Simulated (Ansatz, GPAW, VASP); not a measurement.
**Ge (Fd-3m, 2 atoms in the cell) computed with different codes at matched settings**

Self-consistent single point, at a second geometry (lattice scaled by 0.98). First geometry:

```
CELL_PARAMETERS angstrom
      0.00000     2.85107     2.85107
      2.85107     0.00000     2.85107
      2.85107     2.85107     0.00000
ATOMIC_POSITIONS crystal
  Ge 0.00000 0.00000 0.00000
  Ge 0.25000 0.25000 0.25000
```

Shared settings, as Ansatz (a first-principles code) writes them: kpoints.mp_grid.grid = 5 5 5; scf.occupations.method = fermi_dirac; scf.occupations.width = 0.0007 Ry. Potentials and cutoffs stand in the table.

```csv
code,model,ΔF from the first geometry (meV/atom),pressure (GPa),gap on the mesh (eV),cutoff
GPAW,"PBE, GPAW PAW datasets PBE (gpaw-data 1.0.1)",38.6,7.03,0.403,550 eV
VASP,"PBE, VASP's PBE PAW potentials (set 64)",36.5,5.04,0.380,300 eV
Ansatz,"PBE, default PAW files",36.0,6.58,0.375,30.9 Ry
```

For VASP (by 1.6 GPa) the energy change implies a higher mean pressure, against the two pressures, than for the other programs: a sign of finite-basis (Pulay) stress.

Gaps are read on the mesh.

The spread over the programs that give each value: ΔF from the first geometry within 2.6 meV/atom; pressure within 1.99 GPa; gap on the mesh within 0.028 eV.

Ansatz's pressure is given at a fixed set of plane waves, as the other plane-wave codes print theirs. In the pressure, VASP (by 1.55) lies more than 1 GPa from the median of the plane-wave programs.

VASP's run is marked for a possible Pulay error in its stress at this cutoff; no cutoff test was made.

The starting cell has typed, rounded lattice constants, without a prior relaxation at this level. Its lattice was rescaled by a random factor within 2.5 % of one. For this run, on top of that: lattice scaled by 0.98.

Left out of this page: Quantum ESPRESSO, ABINIT, CP2K, PySCF, Elk, FLEUR and SIESTA (not drawn, or without a comparable value).

Keys are those of Ansatz 0.2.
